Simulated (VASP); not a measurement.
Here is the system:

```xyz
2
Lattice="2.8917 0.0000 0.0000 0.0000 2.8917 0.0000 0.0000 0.0000 2.8917" Properties=species:S:1:pos:R:3 pbc="T T T"
Ga     1.4459     1.4459     1.4459
Co     0.0000     0.0000     0.0000
```

The numbers are results of r2SCAN+rVV10, VASP's PBE PAW potentials (set 64) (plane waves; VASP), not measurements. Numerical set-up: 520 eV cut-off, 13×13×13 Γ-centred mesh, first-order Methfessel-Paxton smearing of 0.10 eV, potentials Ga_d Co.

Question: Give the stress tensor in GPa (positive for a compressed cell).

Answer: 
```
-10.49    0.00    0.00
  0.00  -10.49    0.00
  0.00    0.00  -10.49
```
The pressure is its mean diagonal, -10.49 GPa.

The compound is CoGa in the CsCl type structure. This cell is one point of a volume scan, at 1.06 of the reference volume. The run is not spin-polarised, so no magnetic state was tried.
